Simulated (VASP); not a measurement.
The system is Ru.

```
Ru
1.0
     2.70580    0.00000    0.00000
    -1.35290    2.34329    0.00000
     0.00000    0.00000    4.28190
Ru
2
Direct
  0.33333 0.66667 0.25000
  0.66667 0.33333 0.75000
```

```yaml
Program: VASP 6.6.1
Task: relaxation of cell and atoms
Functional: PBE
Potentials_or_basis: VASP PAW PBE potentials, release 64 (Ru_pv)
Cutoff: 600 eV
k_mesh: 18 × 18 × 10
Occupations: gaussian, width 0.1 eV
Spin: no spin polarisation
```

At the start: pressure 4.3 GPa; volume 13.57 Å³/atom.

Q: How do energy, volume and symmetry change on relaxing?

A: Over 6 steps the energy falls by 2.5 meV/atom and the volume is 13.76 Å³/atom (+1.3 %); space group P6_3/mmc (No. 194, to 0.05 Å).

Step by step:
| step | energy change (eV) | largest force (eV/Å) | pressure (GPa) | volume (Å³) |
| --- | --- | --- | --- | --- |
| 1 | 0.0000 | 0.0000 | 4.34 | 27.15 |
| 2 | 0.0352 | 0.0000 | -11.20 | 28.62 |
| 3 | -0.0049 | 0.0000 | -0.08 | 27.52 |
| 4 | -0.0049 | 0.0000 | 0.01 | 27.51 |
| 5 | -0.0049 | 0.0000 | 0.03 | 27.52 |
| 6 | -0.0050 | 0.0000 | 0.03 | 27.52 |

Final structure:
```
CELL_PARAMETERS angstrom
2.71943 0.00000 0.00000
-1.35972 2.35510 0.00000
0.00000 0.00000 4.29618
ATOMIC_POSITIONS crystal
Ru 0.33333 0.66667 0.25000
Ru 0.66667 0.33333 0.75000
```
